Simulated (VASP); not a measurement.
```
AlP
1.0
    0.00000     2.75279     2.75279
    2.75279     0.00000     2.75279
    2.75279     2.75279     0.00000
Al P
1 1
Direct
  0.00000   0.00000   0.00000
  0.25000   0.25000   0.25000
```

Level of theory: PBE GGA, VASP's PBE PAW potentials (set 64) (plane waves; VASP). Settings: 520 eV cut-off, 8×8×8 Γ-centred mesh, Gaussian smearing of 0.050 eV, potentials Al P.

**Question.** Estimate the energy per atom (σ→0), band gap (on the k-mesh) with the smallest direct gap where there is one.

**Answer.** 
The band gap (on the k-mesh) comes out as 1.63 eV and the smallest direct gap (on the k-mesh) is 3.09 eV. The energy per atom (σ→0) is -5.188 eV/atom.

The absolute energy has meaning only against runs of the same code, potentials and settings.

The compound is AlP in the zinc blende structure. It was relaxed first.
